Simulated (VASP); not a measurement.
Computed with PBE GGA, VASP's PBE PAW potentials (set 64) (plane waves; VASP).

VASP input:

**INCAR**
```
SYSTEM = Fe
PREC = Accurate
ENCUT = 500
EDIFF = 1E-6
NELM = 100
ALGO = Normal
LREAL = .FALSE.
LASPH = .TRUE.
ISMEAR = 1
SIGMA = 0.1
GGA = PE
LMAXMIX = 4
ISPIN = 2
MAGMOM = 2.2
LORBIT = 10
LWAVE = .FALSE.
LCHARG = .FALSE.
IBRION = 2
ISIF = 3
NSW = 40
EDIFFG = -0.02
PSTRESS = 450
```

KPOINTS:
```
Automatic mesh
0
Gamma
19 19 19
0 0 0
```

### POSCAR
```
Fe
1.0
 -1.3603386888   1.3603386888   1.3603386888
  1.3603386888  -1.3603386888   1.3603386888
  1.3603386888   1.3603386888  -1.3603386888
Fe
1
Direct
  0.0000000000   0.0000000000   0.0000000000
```

POTCAR, in this order: Fe (PBE.64 set). Program: vasp_std.

Output

**OUTCAR**
```
 ion  position               nearest neighbor table
   1  0.000  0.000  0.000-
  LATTYP: Found a body centered cubic cell.
 ALAT       =     2.7206773776
 Subroutine PRICEL returns:
 Original cell was already a primitive cell.
 Subroutine GETGRP returns: Found 48 space group operations
The static configuration has the point symmetry O_h .
The dynamic configuration has the point symmetry O_h .
The overall configuration has the point symmetry O_h .
 Subroutine INISYM returns: Found 48 space group operations
 Subroutine IBZKPT returns following result:
 Found    220 irreducible k-points:

 Following reciprocal coordinates:
            Coordinates               Weight
  0.000000  0.000000  0.000000      1.000000
  0.052632  0.000000  0.000000     12.000000
  0.105263  0.000000  0.000000     12.000000
  0.157895  0.000000  0.000000     12.000000
  0.210526  0.000000  0.000000     12.000000
  0.263158  0.000000  0.000000     12.000000
  0.315789  0.000000  0.000000     12.000000
  0.368421  0.000000  0.000000     12.000000
  0.421053  0.000000  0.000000     12.000000
  0.473684  0.000000  0.000000     12.000000
  0.052632  0.052632  0.000000     24.000000
  0.105263  0.052632  0.000000     48.000000
  0.157895  0.052632 -0.000000     48.000000
  0.210526  0.052632  0.000000     48.000000
  0.263158  0.052632 -0.000000     48.000000
  0.315789  0.052632  0.000000     48.000000
  0.368421  0.052632 -0.000000     48.000000
  0.421053  0.052632 -0.000000     48.000000
  0.473684  0.052632  0.000000     24.000000
  0.105263  0.105263  0.000000     24.000000
  0.157895  0.105263  0.000000     48.000000
  0.210526  0.105263  0.000000     48.000000
  0.263158  0.105263  0.000000     48.000000
  0.315789  0.105263  0.000000     48.000000
...
```

**OSZICAR**
```
       N       E                     dE             d eps       ncg     rms          rms(c)
DAV:   1     0.143511253874E+02    0.14351E+02   -0.41255E+03  8425   0.110E+03
DAV:   2    -0.882186129293E+01   -0.23173E+02   -0.21836E+02  8021   0.128E+02
DAV:   3    -0.911564653816E+01   -0.29379E+00   -0.29311E+00  8715   0.196E+01
DAV:   4    -0.911698798742E+01   -0.13414E-02   -0.13413E-02  8701   0.122E+00
DAV:   5    -0.911699967049E+01   -0.11683E-04   -0.11683E-04  8545   0.104E-01    0.130E+01
DAV:   6    -0.818363039129E+01    0.93337E+00   -0.10163E+01  8388   0.532E+01    0.426E+00
DAV:   7    -0.815102870252E+01    0.32602E-01   -0.33443E-01  8394   0.965E+00    0.293E+00
DAV:   8    -0.814145885606E+01    0.95698E-02   -0.63513E-03  9848   0.681E-01    0.153E+00
DAV:   9    -0.813376497520E+01    0.76939E-02   -0.67176E-03 10014   0.669E-01    0.295E-01
DAV:  10    -0.813397871789E+01   -0.21374E-03   -0.12691E-03  8952   0.424E-01    0.117E-01
DAV:  11    -0.813394547710E+01    0.33241E-04   -0.13323E-04  8390   0.188E-01    0.232E-02
DAV:  12    -0.813394532275E+01    0.15435E-06   -0.27861E-06  8218   0.292E-02
   1 F= -.53057912E+01 E0= -.53055930E+01  d E =-.530579E+01  mag=     1.9693
       N       E                     dE             d eps       ncg     rms          rms(c)
DAV:   1    -0.884300027025E+01   -0.70905E+00   -0.29824E+01  8249   0.965E+01    0.123E+01
DAV:   2    -0.771329624007E+01    0.11297E+01   -0.66199E+00  8388   0.447E+01    0.683E+00
DAV:   3    -0.768594868795E+01    0.27348E-01   -0.59753E-02  8413   0.399E+00    0.373E+00
DAV:   4    -0.767337289473E+01    0.12576E-01   -0.47028E-03  8399   0.900E-01    0.659E-01
DAV:   5    -0.766334572825E+01    0.10027E-01   -0.14460E-02  8188   0.135E+00    0.125E-01
DAV:   6    -0.766357421098E+01   -0.22848E-03   -0.27918E-04  8192   0.180E-01    0.730E-02
DAV:   7    -0.766358739993E+01   -0.13189E-04   -0.33129E-05  8339   0.113E-01    0.404E-02
DAV:   8    -0.766358555053E+01    0.18494E-05   -0.36591E-06  8123   0.269E-02    0.120E-02
DAV:   9    -0.766358389560E+01    0.16549E-05   -0.15580E-06  5246   0.193E-02    0.210E-03
DAV:  10    -0.766358387446E+01    0.21140E-07   -0.55661E-08  3974   0.386E-03
   2 F= -.52048918E+01 E0= -.52049348E+01  d E =0.100899E+00  mag=     1.7259
       N       E                     dE             d eps       ncg     rms          rms(c)
DAV:   1    -0.867203245471E+01   -0.10084E+01   -0.16354E+01  8169   0.777E+01    0.763E+00
DAV:   2    -0.808600190373E+01    0.58603E+00   -0.52163E+00  8338   0.349E+01    0.564E+00
DAV:   3    -0.805372975799E+01    0.32272E-01   -0.16658E-01  8584   0.707E+00    0.274E+00
DAV:   4    -0.804695226343E+01    0.67775E-02   -0.35803E-03  8439   0.979E-01    0.789E-01
DAV:   5    -0.804139296390E+01    0.55593E-02   -0.10009E-02  8190   0.118E+00    0.104E-01
DAV:   6    -0.804139870310E+01   -0.57392E-05   -0.22053E-04  8138   0.200E-01    0.543E-02
DAV:   7    -0.804140250744E+01   -0.38043E-05   -0.15127E-05  8219   0.715E-02    0.267E-02
DAV:   8    -0.804140802066E+01   -0.55132E-05   -0.31395E-06  7874   0.247E-02    0.674E-03
DAV:   9    -0.804140838670E+01   -0.36604E-06   -0.39951E-07  4002   0.930E-03
   3 F= -.53259857E+01 E0= -.53259979E+01  d E =-.201945E-01  mag=     1.8860
       N       E                     dE             d eps       ncg     rms          rms(c)
DAV:   1    -0.803806013970E+01    0.33479E-02   -0.27105E-03  8223   0.959E-01    0.103E-01
DAV:   2    -0.803795946686E+01    0.10067E-03   -0.84330E-04  8347   0.459E-01    0.721E-02
DAV:   3    -0.803795518435E+01    0.42825E-05   -0.21333E-05  8358   0.798E-02    0.353E-02
DAV:   4    -0.803795421346E+01    0.97090E-06   -0.47069E-07  4092   0.106E-02
   4 F= -.53260162E+01 E0= -.53260362E+01  d E =-.202250E-01  mag=     1.8835
```

File OUTCAR:
```
------------------------ aborting loop because EDIFF is reached ----------------------------------------
  FORCE on cell =-STRESS in cart. coord.  units (eV):
  Direction    XX          YY          ZZ          XY          YZ          ZX
  --------------------------------------------------------------------------------------
  Total        2.7164170      2.7164170      2.7164170     -0.0000000      0.0000000     -0.0000000
  in kB      450.7432171    450.7432171    450.7432171     -0.0000000      0.0000000     -0.0000000
  external PRESSURE =       0.7432171 kB  Pullay stress =     450.0000000 kB
  volume of cell :        9.66
      direct lattice vectors                 reciprocal lattice vectors
    -1.341444200  1.341444200  1.341444200     0.000000000  0.372732612  0.372732612
     1.341444200 -1.341444200  1.341444200     0.372732612  0.000000000  0.372732612
     1.341444200  1.341444200 -1.341444200     0.372732612  0.372732612  0.000000000
 POSITION                                       TOTAL-FORCE (eV/Angst)
 -----------------------------------------------------------------------------------
      0.00000     -0.00000      0.00000        -0.000000     -0.000000      0.000000
 -----------------------------------------------------------------------------------
    total drift:                                0.000000     -0.000000      0.000000
  FREE ENERGIE OF THE ION-ELECTRON SYSTEM (eV)
  ---------------------------------------------------
  free  energy   TOTEN  =        -8.0379542135 eV

  energy  without entropy=       -8.0380140779  energy(sigma->0) =       -8.03797417
  enthalpy is  TOTEN    =        -5.3260161977 eV   P V=        2.7119380157

 total charge

# of ion       s       p       d       tot
------------------------------------------
    1        0.565   0.706   6.394   7.664

 magnetization (x)

# of ion       s       p       d       tot
------------------------------------------
    1       -0.011  -0.055   1.920   1.853

 reached required accuracy - stopping structural energy minimisation
```
(Selected blocks of OUTCAR.)

### CONTCAR
```
Fe
   1.00000000000000
    -1.3414442001777833    1.3414442001777833    1.3414442001777833
     1.3414442001777833   -1.3414442001777833    1.3414442001777833
     1.3414442001777833    1.3414442001777833   -1.3414442001777833
  Fe
     1
Direct
     0.0000000000000000    0.0000000000000000    0.0000000000000000
```

Energy and stress use the plane-wave basis of the starting cell.

The compound is Fe in the bcc structure. This run relaxes it under an external pressure of 45 GPa. Symmetry was kept, so distortions that lower it aren't found.
